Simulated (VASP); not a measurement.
Crystal: Cs2AgBiBr6.

```
CELL_PARAMETERS angstrom
0.00000 5.61610 5.61610
5.61610 0.00000 5.61610
5.61610 5.61610 0.00000
ATOMIC_POSITIONS crystal
Cs 0.25000 0.25000 0.25000
Cs 0.75000 0.75000 0.75000
Ag 0.50000 0.50000 0.50000
Bi 0.00000 0.00000 0.00000
Br 0.25055 0.74945 0.25055
Br 0.25055 0.74945 0.74945
Br 0.74945 0.25055 0.74945
Br 0.74945 0.25055 0.25055
Br 0.25055 0.25055 0.74945
Br 0.74945 0.74945 0.25055
```

```yaml
Program: VASP 6.6.1
Task: relaxation of cell and atoms
Functional: LDA
Potentials_or_basis: VASP PAW LDA potentials, release 64 (Cs_sv, Ag, Bi_d, Br)
Cutoff: 600 eV
k_mesh: 4 × 4 × 4
Occupations: gaussian, width 0.03 eV
Spin: no spin polarisation
```

At the start: pressure -1.4 GPa; volume 35.43 Å³/atom.

Question: Where does the relaxation end?

Answer: Over 6 steps the energy falls by 16.1 meV/atom and the volume is 33.35 Å³/atom (-5.9 %); space group Fm-3m (No. 225, to 0.05 Å).

Step by step:
```tsv
step	energy change (eV)	largest force (eV/Å)	pressure (GPa)	volume (Å³)
1	0.0000	0.3404	-1.39	354.27
2	-0.1161	0.3459	-0.25	338.72
3	-0.1290	0.3363	0.38	331.84
4	-0.1579	0.0980	0.20	331.84
5	-0.1607	0.0015	0.14	331.85
6	-0.1612	0.0038	-0.03	333.48
```

Final structure:
```
CELL_PARAMETERS angstrom
0.00000 5.50404 5.50404
5.50404 0.00000 5.50404
5.50404 5.50404 0.00000
ATOMIC_POSITIONS crystal
Cs 0.25000 0.25000 0.25000
Cs 0.75000 0.75000 0.75000
Ag 0.50000 0.50000 0.50000
Bi 0.00000 0.00000 0.00000
Br 0.25543 0.74457 0.25543
Br 0.25543 0.74457 0.74457
Br 0.74457 0.25543 0.74457
Br 0.74457 0.25543 0.25543
Br 0.25543 0.25543 0.74457
Br 0.74457 0.74457 0.25543
```
